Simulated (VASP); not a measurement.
A run of VASP 6.6.1 is set up as follows.

The input INCAR:

```
SYSTEM = MnPt3
ALGO = Normal
EDIFF = 1E-7
EDIFFG = -0.002
ENCUT = 350
GGA = PS
IBRION = 2
ISIF = 3
ISMEAR = 0
ISPIN = 2
LASPH = .TRUE.
LCHARG = .FALSE.
LMAXMIX = 4
LORBIT = 11
LREAL = .FALSE.
LWAVE = .FALSE.
MAGMOM = 3.5 0 0 0
NELM = 150
NSW = 80
PREC = Accurate
SIGMA = 0.1
```

Contents of KPOINTS:

```
k-points
0
G
  12 12 12
  0 0 0
```

Contents of POSCAR:

```
MnPt3                                   
1.0
    3.8686750746      0.0000000000      0.0000000000
    0.0000000000      3.8686750746      0.0000000000
    0.0000000000     -0.0000000000      3.8686750746
  Mn              Pt            
     1     3
Direct
     0.0000000000000000    0.0000000000000000    0.0000000000000000
     0.0000000000000000    0.5000000000000000    0.5000000000000000
     0.5000000000000000    0.0000000000000000    0.5000000000000000
     0.5000000000000000    0.5000000000000000    0.0000000000000000
```

Potentials or basis: VASP PAW PBE potentials, release 64 (Mn_pv, Pt).

Command:

```sh
$ cat potpaw_PBE.64/Mn_pv/POTCAR potpaw_PBE.64/Pt/POTCAR > POTCAR
$ mpirun -np 1 vasp_std > vasp.out
```

Estimate the site moments.

Mn +3.69; Pt +0.12 μB.

Predict the net moment.

4.18 μB per cell.

Final structure:
```yaml
crystal:
  lattice:
    - [3.86856, 0.00000, 0.00000]
    - [0.00000, 3.86856, 0.00000]
    - [0.00000, 0.00000, 3.86856]
  atoms:
    - { symbol: Mn, position: [0.00000, 0.00000, 0.00000] }
    - { symbol: Pt, position: [0.00000, 0.50000, 0.50000] }
    - { symbol: Pt, position: [0.50000, 0.00000, 0.50000] }
    - { symbol: Pt, position: [0.50000, 0.50000, 0.00000] }
```

 The run has no spin-orbit coupling, so splittings on Pt are missing.
